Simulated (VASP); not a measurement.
Write the native input for VASP 6.6.1 that does the following.

| Property | Result |
| --- | --- |
| Task | single point |
| Functional | PBE |
| Potentials or basis | VASP PAW PBE potentials, release 64 (Be, Zn, Te) |
| Cutoff | 520 eV |
| k mesh | 4 × 4 × 2 |
| Occupations | gaussian, width 0.05 eV |
| Spin | no spin polarisation |
| Further INCAR settings | PREC = Normal; LREAL = Auto; ALGO = Fast; EDIFF = 1e-05; NBANDS = 31 |

The structure of Be3ZnTe4 lies in POSCAR:

```
Be3ZnTe4
1.0
    4.0903000000      0.0000000000      0.0000000000
    0.0000000000      4.0903000000      0.0000000000
    0.0000000000      0.0000000000     11.6582900000
Be Zn Te
3 1 4
Direct
    0.5000000000      0.5000000000      0.7394750000
    0.5000000000      0.5000000000      0.2605250000
    0.0000000000      0.0000000000      0.5000000000
    0.0000000000      0.0000000000      0.0000000000
    0.0000000000      0.5000000000      0.8576420000
    0.5000000000      0.0000000000      0.1423580000
    0.5000000000      0.0000000000      0.6195630000
    0.0000000000      0.5000000000      0.3804370000
```

The cell was built by a generator and needn't be a form met in nature.

One way to write it, as run:

INCAR

```
PREC     = Normal         # precision mode
ENCUT    = 520            # plane-wave cutoff, eV
EDIFF    = 1E-5           # SCF threshold, eV
ISMEAR   = 0              # smearing method
SIGMA    = 0.05           # smearing width, eV
LREAL    = Auto         
LASPH    = True           # aspherical terms in the spheres
NELM     = 80             # most SCF steps
ALGO     = Fast           # electronic algorithm
ISIF     = 2              # what is computed and relaxed
LWAVE    = False          # write WAVECAR
LCHARG   = False          # write CHGCAR
GGA      = PE             # functional
NBANDS   = 31             # bands
```

KPOINTS

```
regular mesh
0
Gamma
  4 4 2
```

Potentials or basis: VASP PAW PBE potentials, release 64 (Be, Zn, Te).

Run with:

```console
$ cat potpaw_PBE.64/Be/POTCAR potpaw_PBE.64/Zn/POTCAR potpaw_PBE.64/Te/POTCAR > POTCAR
$ mpirun -np 1 vasp_std > vasp.out
```

It gave:

```yaml
Pressure: 0.1 GPa
Largest_force: 0.031 eV/Å
Band_gap_on_the_k_mesh: 1.95 eV, indirect (least direct gap 1.96 eV)
```

Caveat: spin-orbit coupling is left out, which moves the levels of the heavy elements.

Wall time 32 s on 1 thread of Intel(R) Xeon(R) Platinum 8488C (Sapphire Rapids), with other jobs on the host, peak memory 0.21 GiB.
